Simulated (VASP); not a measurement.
# FeP2 (Pnnm) in VASP: single point with LDA

Aim: the single point of FeP2 with LDA.

All numbers are computed with VASP 6.6.1; they aren't measurements. Logs are shortened: lines on timing, memory, paths and dates and some standing lists are left out, and cuts for length are marked.

### 1 The cell of the first run

It takes space group Pnnm (No. 58, orthorhombic). The conventional cell has a = 4.888 Å, b = 5.543 Å, c = 2.670 Å, α = 90.00°, β = 90.00°, γ = 90.00°. Fe (site symmetry 2/m) is surrounded by 6 P at 2.20 to 2.21 Å. Around P (site symmetry m) lie 3 Fe at 2.20 to 2.21 Å and 1 P at 2.24 Å.

The cell comes from a database or a generator and needn't be the stable form of this composition.

### 2 Single point, LDA (relaxed again under DFT LDA, scalar-relativistic, plane waves, PAW)

INCAR reads:

```
SYSTEM = FeP2
PREC = Accurate
ENCUT = 520
EDIFF = 1E-7
ISMEAR = 0
SIGMA = 0.02
LREAL = .FALSE.
LASPH = .TRUE.
NELM = 100
ALGO = Fast
ISIF = 2
LWAVE = .FALSE.
LCHARG = .TRUE.
GGA = CA
LELF = .TRUE.
LVHAR = .TRUE.
NBANDS = 27
```

KPOINTS reads:

```
Automatic mesh
0
G
  8 6 14
  0 0 0
```

POSCAR reads:

```
FeP2
1.0
    4.8878217972      0.0000000000      0.0000000000
    0.0000000000      5.5431947118      0.0000000000
    0.0000000000      0.0000000000      2.6703788281
Fe P
2 4
Direct
    0.5000000000      0.5000000000      0.5000000000
    0.0000000000      0.0000000000      0.0000000000
    0.3279022661      0.8667049158      0.5000000000
    0.6720977339      0.1332950842      0.5000000000
    0.1720977339      0.3667049158      0.0000000000
    0.8279022661      0.6332950842      0.0000000000
```

Potentials or basis: VASP PAW LDA potentials, release 64 (Fe, P).

Run with:

```console
> cat potpaw_LDA.64/Fe/POTCAR potpaw_LDA.64/P/POTCAR > POTCAR
> mpirun -np 1 vasp_std > vasp.out
```

OUTCAR:

```text
SYSTEM = FeP2
   PREC = Accurate
   ENCUT = 520
   EDIFF = 1E-7
   ISMEAR = 0
   LREAL = .FALSE.
   LASPH = .TRUE.
   NELM = 100
   ISIF = 2
   GGA = CA

 ion  position               nearest neighbor table
   1  0.500  0.500  0.500-   3 2.20   4 2.20   5 2.21   6 2.21   5 2.21   6 2.21
   2  0.000  0.000  0.000-   5 2.20   6 2.20   3 2.21   4 2.21   3 2.21   4 2.21
   3  0.328  0.867  0.500-   1 2.20   2 2.21   2 2.21   4 2.24
   4  0.672  0.133  0.500-   1 2.20   2 2.21   2 2.21   3 2.24
   5  0.172  0.367  0.000-   2 2.20   1 2.21   1 2.21   6 2.24
   6  0.828  0.633  0.000-   2 2.20   1 2.21   1 2.21   5 2.24

  LATTYP: Found a simple orthorhombic cell.
 ALAT       =     2.6703788281
 B/A-ratio  =     1.8303851670
 C/A-ratio  =     2.0758083660

  Lattice vectors:

 A1 = (   0.0000000000,   0.0000000000,   2.6703788281)
 A2 = (   4.8878217972,   0.0000000000,   0.0000000000)
 A3 = (   0.0000000000,   5.5431947118,   0.0000000000)

Analysis of symmetry for initial positions (statically):
=====================================================================
 Subroutine PRICEL returns:
 Original cell was already a primitive cell.

 Routine SETGRP: Setting up the symmetry group for a
 simple orthorhombic supercell.

 Subroutine GETGRP returns: Found  8 space group operations
 (whereof  4 operations were pure point group operations)
 out of a pool of  8 trial point group operations.

The static configuration has the point symmetry C_2h.
 The point group associated with its full space group is D_2h.

Analysis of symmetry for dynamics (positions and initial velocities):
=====================================================================
 Subroutine PRICEL returns:
 Original cell was already a primitive cell.

 Routine SETGRP: Setting up the symmetry group for a
 simple orthorhombic supercell.

 Subroutine GETGRP returns: Found  8 space group operations
 (whereof  4 operations were pure point group operations)
 out of a pool of  8 trial point group operations.

The dynamic configuration has the point symmetry C_2h.
 The point group associated with its full space group is D_2h.

 Subroutine INISYM returns: Found  8 space group operations
 (whereof  4 operations are pure point group operations),
 and found     1 'primitive' translations

----------------------------------------------------------------------------------------

                                     Primitive cell

  volume of cell :      72.3516

[... 95 lines left out ...]
   NELM   =    100;   NELMIN=  2; NELMDL= -5     # of ELM steps
   EDIFF  = 0.1E-06   stopping-criterion for ELM
   LREAL  =      F    real-space projection
   EDIFFG = 0.1E-05   stopping-criterion for IOM
   NSW    =      0    number of steps for IOM
   IBRION =     -1    ionic relax: 0-MD 1-quasi-New 2-CG
   NFREE  =      0    steps in history (QN), initial steepest desc. (CG)
   ISIF   =      2    stress and relaxation
   ISYM   =      2    0-nonsym 1-usesym 2-fastsym
   POTIM  = 0.5000    time-step for ionic-motion
   TEBEG  =    0.0;   TEEND  =   0.0 temperature during run
   PSTRESS=    0.0 pullay stress
   NELECT =      36.0000    total number of electrons
   NUPDOWN=      -1.0000    fix difference up-down
   EMIN   =  10.00;   EMAX   =-10.00  energy-range for DOS
   EFERMI =   0.00;   METHOD = LEGACY
   ISMEAR =     0;   SIGMA  =   0.02  broadening in eV -4-tet -1-fermi 0-gaus
   EFERMI_NEDOS =   21; number of points for ismear=-14 and -15
   IALGO  =     68    algorithm
   IMIX   =      4    mixing-type and parameters
     AMIX     =   0.40;   BMIX     =  1.00
     AMIX_MAG =   1.60;   BMIX_MAG =  1.00
  volume/ion in A,a.u.               =      12.06        81.38
  Fermi-wavevector in a.u.,A,eV,Ry     =   1.297258  2.451461 22.896934  1.682877
  Thomas-Fermi vector in A             =   2.428662
   LORBIT       =      0    0 simple, 1 ext, 2 COOP (PROOUT), +10 PAW based schemes
   GGA     = CA    functional components
   LHFCALC =     F    Hartree Fock is set to
   AEXX    =    0.0000 exact exchange contribution
   IVDW    =     0    specifies the selected vdW correction
   LEPSILON=     F    determine dielectric tensor
   LRPA    =     F    only Hartree local field effects (RPA)
 non-spin polarized calculation
 RMM-DIIS sequential band-by-band and
 Gauss-broadening in eV      SIGMA  =   0.02
  energy-cutoff  :      520.00
  volume of cell :       72.35
 maximum number of plane-waves:      1978
   NGX = 19   NGY = 21   NGZ =  9

 number of electron      36.0000013 magnetization

 Free energy of the ion-electron system (eV)
  ---------------------------------------------------
  ext. energy  EPLUGINS =         0.00000000
  ---------------------------------------------------
  free energy    TOTEN  =       -47.16126484 eV

  energy without entropy =      -47.16126484  energy(sigma->0) =      -47.16126484

 E-fermi :   9.1977     XC(G=0): -12.4621

 val. band max:        9.0430222586   @ k =   0.0000   0.5000   0.2143
 cond. band min:       9.4194770848   @ k =   0.0000   0.0000   0.2857
 fundamental gap:      0.3764548262
 Fermi energy:         9.1977433195

 k-point     1 :       0.0000    0.0000    0.0000
  band No.  band energies     occupation
      1      -5.9695      2.00000
      2      -3.0118      2.00000
      3      -1.4985      2.00000
      4      -0.8375      2.00000
      5       2.1792      2.00000
      6       3.2193      2.00000
[... 709 lines left out ...]
     26      15.1698      0.00000
     27      16.7156      0.00000

 [... further k-points ...]
[... 5 lines left out ...]
  --------------------------------------------------------------------------------------
  -------------------------------------------------------------------------------------
  Total        0.1605956      0.1215573      0.0548852      0.0000000      0.0000000      0.0000000
  in kB        3.5562789      2.6918018      1.2153948      0.0000000      0.0000000      0.0000000
  external PRESSURE =       2.4878252 kB  Pullay stress =       0.0000000 kB

 VOLUME and BASIS-vectors are now :
 -----------------------------------------------------------------------------
  energy-cutoff  :      520.00
  volume of cell :       72.35
      direct lattice vectors                 reciprocal lattice vectors
     4.887821797  0.000000000  0.000000000     0.204590110  0.000000000  0.000000000
     0.000000000  5.543194712  0.000000000     0.000000000  0.180401384  0.000000000
     0.000000000  0.000000000  2.670378828     0.000000000  0.000000000  0.374478703

 POSITION                                       TOTAL-FORCE (eV/Angst)
 -----------------------------------------------------------------------------------
      2.44391      2.77160      1.33519         0.000000      0.000000      0.000000
      0.00000      0.00000      0.00000         0.000000      0.000000      0.000000
      1.60273      4.80431      1.33519         0.038071      0.014518      0.000000
      3.28509      0.73888      1.33519        -0.038071     -0.014518     -0.000000
      0.84118      2.03272      0.00000        -0.038071      0.014518     -0.000000
      4.04664      3.51048      0.00000         0.038071     -0.014518      0.000000
 -----------------------------------------------------------------------------------
    total drift:                                0.000000      0.000000      0.000000

  FREE ENERGIE OF THE ION-ELECTRON SYSTEM (eV)
  ---------------------------------------------------
  free  energy   TOTEN  =       -47.1612648397 eV

  energy  without entropy=      -47.1612648397  energy(sigma->0) =      -47.16126484
```

OSZICAR:

```text
N       E                     dE             d eps       ncg     rms          rms(c)
DAV:   1     0.256389921372E+03    0.25639E+03   -0.15544E+04  8656   0.141E+03
DAV:   2    -0.242935230695E+02   -0.28068E+03   -0.26595E+03  8649   0.325E+02
DAV:   3    -0.498959578160E+02   -0.25602E+02   -0.24417E+02 11506   0.107E+02
DAV:   4    -0.510663962779E+02   -0.11704E+01   -0.11561E+01 11601   0.231E+01
DAV:   5    -0.511050255028E+02   -0.38629E-01   -0.38583E-01 11564   0.395E+00    0.265E+01
RMM:   6    -0.590791455477E+02   -0.79741E+01   -0.63807E+01  9771   0.885E+01    0.341E+01
RMM:   7    -0.474400607951E+02    0.11639E+02   -0.19876E+01  8641   0.519E+01    0.848E+00
RMM:   8    -0.471945121492E+02    0.24555E+00   -0.57545E-01 10076   0.454E+00    0.365E+00
RMM:   9    -0.472370019106E+02   -0.42490E-01   -0.39694E-01  9751   0.365E+00    0.270E+00
RMM:  10    -0.471553473323E+02    0.81655E-01   -0.16623E-01 10227   0.453E+00    0.807E-01
RMM:  11    -0.471606962875E+02   -0.53490E-02   -0.63836E-02 11119   0.116E+00    0.518E-01
RMM:  12    -0.471615257570E+02   -0.82947E-03   -0.11035E-02 12861   0.584E-01    0.290E-01
RMM:  13    -0.471612490983E+02    0.27666E-03   -0.72597E-04 10293   0.256E-01    0.385E-02
RMM:  14    -0.471612656565E+02   -0.16558E-04   -0.25746E-04 13177   0.101E-01    0.342E-02
RMM:  15    -0.471612648943E+02    0.76223E-06   -0.26822E-05 11133   0.379E-02    0.123E-02
RMM:  16    -0.471612647374E+02    0.15692E-06   -0.10624E-05 11224   0.302E-02    0.103E-02
RMM:  17    -0.471612648314E+02   -0.94006E-07   -0.47808E-06 11966   0.121E-02    0.306E-03
RMM:  18    -0.471612648397E+02   -0.83269E-08   -0.28611E-07  8210   0.420E-03
   1 F= -.47161265E+02 E0= -.47161265E+02  d E =-.685149E-30
```

stdout:

```text
POSCAR found type information on POSCAR FeP
 POSCAR found :  2 types and       6 ions
 scaLAPACK will be used
 LDA part: xc-table for (Slater(with rela. corr.)+CA(PZ))
 , standard interpolation
 POSCAR, INCAR and KPOINTS ok, starting setup
 FFT: planning ... GRIDC
 FFT: planning ... GRID_SOFT
 FFT: planning ... GRID
 WAVECAR not read
 entering main loop
```

It took 4.1 min on 1 thread of Intel Xeon Platinum 8488C (Sapphire Rapids), shared host; peak memory 0.34 GiB.

What came out:

| Item | Value |
| --- | --- |
| Free energy | -47.1613 eV |
| Pressure | 0.2 GPa |
| Largest force | 0.041 eV/Å |
| Band gap on the k mesh | 0.38 eV, indirect (least direct gap 0.70 eV) |

Forces in eV/Å, atoms in the order of the input:
```
Fe   0.000  0.000  0.000
Fe   0.000  0.000  0.000
P    0.038  0.015  0.000
P   -0.038 -0.015  0.000
P   -0.038  0.015  0.000
P    0.038 -0.015  0.000
```

Stress tensor (GPa, compression positive):
```
0.36 0.00 0.00
0.00 0.27 0.00
0.00 0.00 0.12
```

Levels at points of the mesh, in eV from the valence-band top:
| k point | band 14 | band 15 | band 16 | band 17 | band 18 | band 19 | band 20 | band 21 | band 22 | band 23 |
| --- | --- | --- | --- | --- | --- | --- | --- | --- | --- | --- |
| (0.00, 0.00, 0.00) | -1.32 | -0.76 | -0.40 | -0.18 | -0.01 | 2.39 | 2.81 | 4.82 | 5.06 | 5.56 |
| (0.50, 0.00, 0.00) | -1.29 | -0.83 | -0.83 | -0.14 | -0.14 | 3.83 | 3.83 | 4.43 | 4.43 | 4.70 |
| (0.00, 0.50, 0.00) | -1.35 | -0.44 | -0.44 | -0.19 | -0.19 | 2.96 | 2.96 | 3.63 | 3.63 | 3.98 |
| (0.50, 0.50, 0.00) | -1.48 | -0.94 | -0.94 | -0.10 | -0.10 | 2.12 | 2.12 | 5.20 | 5.20 | 5.43 |
| (0.00, 0.00, 0.50) | -2.35 | -1.14 | -1.14 | -0.58 | -0.58 | 0.74 | 0.74 | 2.49 | 2.49 | 3.10 |
| (0.50, 0.00, 0.50) | -2.45 | -1.32 | -1.32 | -0.67 | -0.67 | 1.25 | 1.25 | 2.41 | 2.41 | 4.95 |
| (0.00, 0.50, 0.50) | -1.85 | -1.38 | -1.38 | -0.14 | -0.14 | 0.77 | 0.77 | 1.65 | 1.65 | 3.05 |
| (0.50, 0.50, 0.50) | -1.47 | -1.01 | -1.01 | -0.03 | -0.03 | 0.97 | 0.97 | 2.62 | 2.62 | 4.77 |

A k mesh can miss the band edges. Spin polarisation is off, so any magnetic state and its effect on volume and gap are missing.
